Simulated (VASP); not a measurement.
Output of a VASP run:

**OSZICAR**
```
       N       E                     dE             d eps       ncg     rms          rms(c)
DAV:   1     0.364415204506E+02    0.36442E+02   -0.53377E+03  2754   0.101E+03
DAV:   2    -0.605426234465E+01   -0.42496E+02   -0.40404E+02  2734   0.181E+02
DAV:   3    -0.649435765123E+01   -0.44010E+00   -0.43729E+00  3057   0.189E+01
DAV:   4    -0.649584534139E+01   -0.14877E-02   -0.14875E-02  3027   0.119E+00
DAV:   5    -0.649585604083E+01   -0.10699E-04   -0.10699E-04  2980   0.945E-02    0.977E+00
DAV:   6    -0.609232497654E+01    0.40353E+00   -0.12421E+00  2669   0.979E+00    0.489E+00
DAV:   7    -0.606163614648E+01    0.30689E-01   -0.13078E-01  2832   0.306E+00    0.225E+00
DAV:   8    -0.605888288122E+01    0.27533E-02   -0.42782E-03  2778   0.638E-01    0.540E-01
DAV:   9    -0.605863949054E+01    0.24339E-03   -0.27446E-04  2789   0.161E-01    0.148E-02
DAV:  10    -0.605864343675E+01   -0.39462E-05   -0.27980E-06  2997   0.145E-02    0.313E-03
DAV:  11    -0.605864351941E+01   -0.82661E-07   -0.51309E-08  2373   0.242E-03
   1 F= -.60586435E+01 E0= -.60582320E+01  d E =-.123452E-02
```

File OUTCAR:
```
------------------------ aborting loop because EDIFF is reached ----------------------------------------
  FORCE on cell =-STRESS in cart. coord.  units (eV):
  Direction    XX          YY          ZZ          XY          YZ          ZX
  --------------------------------------------------------------------------------------
  Total       -1.2752504     -1.2752504     -1.2752504      0.0000000     -0.0000000      0.0000000
  in kB     -122.3910173   -122.3910173   -122.3910173      0.0000000     -0.0000000      0.0000000
  external PRESSURE =    -122.3910173 kB  Pullay stress =       0.0000000 kB
  volume of cell :       16.69
      direct lattice vectors                 reciprocal lattice vectors
     0.000000000  2.028502291  2.028502291    -0.246487274  0.246487274  0.246487274
     2.028502291  0.000000000  2.028502291     0.246487274 -0.246487274  0.246487274
     2.028502291  2.028502291  0.000000000     0.246487274  0.246487274 -0.246487274
 POSITION                                       TOTAL-FORCE (eV/Angst)
 -----------------------------------------------------------------------------------
      0.00000      0.00000      0.00000        -0.000000     -0.000000     -0.000000
 -----------------------------------------------------------------------------------
    total drift:                               -0.000000     -0.000000     -0.000000
  FREE ENERGIE OF THE ION-ELECTRON SYSTEM (eV)
  ---------------------------------------------------
  free  energy   TOTEN  =        -6.0586435194 eV

  energy  without entropy=       -6.0574090012  energy(sigma->0) =       -6.05823201
```
(Selected blocks of OUTCAR.)

**POSCAR**
```
Pt
1
    0.0000000000     2.0285022914     2.0285022914
    2.0285022914     0.0000000000     2.0285022914
    2.0285022914     2.0285022914     0.0000000000
Pt
1
Direct
  0.0000000000   0.0000000000   0.0000000000
```

### Question
Reconstruct the remaining input files.

### Answer
This is not unique; one that fits is the input of the run itself, PW91 GGA, plane waves, VASP's PBE PAW potentials (set 64).

**INCAR**
```
# general
SYSTEM =Pt
PREC   =Accurate
ENCUT  =520
LREAL  =.FALSE.
LASPH  =.TRUE.

# electronic loop
EDIFF  =1E-7   # SCF stop (eV)
NELM   =100
ALGO   =Normal   # blocked Davidson
LMAXMIX=6   # l cut-off of mixed one-centre charges

# smearing
ISMEAR =1   # Methfessel-Paxton
SIGMA  =0.1

# functional
GGA    =91   # PW91

# ions
ISIF   =2   # forces and stress, cell fixed

# output
LWAVE  =.FALSE.
LCHARG =.FALSE.
```

### KPOINTS
```
Regular mesh
0
gamma
 16 16 16
```

POTCAR, in this order: Pt (PBE.64 set). Program: vasp_std.

The compound is Pt in the fcc structure. This cell is one point of a volume scan, at 1.06 of the reference volume.
